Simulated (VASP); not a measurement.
Input:

```
Te
1.0
    2.19806    -3.92431     0.00000
    2.19806     3.92431     0.00000
    0.00000     0.00000     5.96410
Te
3
Direct
  0.00000   0.26300   0.66667
  0.73700   0.73700   0.00000
  0.27630   0.01330   0.33333
```

These are PBE GGA, VASP's PBE PAW potentials (set 64) (plane waves; VASP) values and carry that method's errors. Numerical set-up: 550 eV cut-off, 5×5×4 Γ-centred mesh, Gaussian smearing of 0.050 eV, potentials Te.

Task: What does the run give for the energy per atom (σ→0), pressure, largest force?

Result: 
```
Property                       Result
---------------------  --------------
energy per atom (σ→0)  -3.135 eV/atom
pressure                     1.32 GPa
largest force              0.283 eV/Å
```

The compound is Te in the trig structure. The cell was not relaxed at this level, atoms are displaced from their ideal sites. The run is one of a series of settings (ENCUT = 550 against the base run), some of them coarse on purpose.
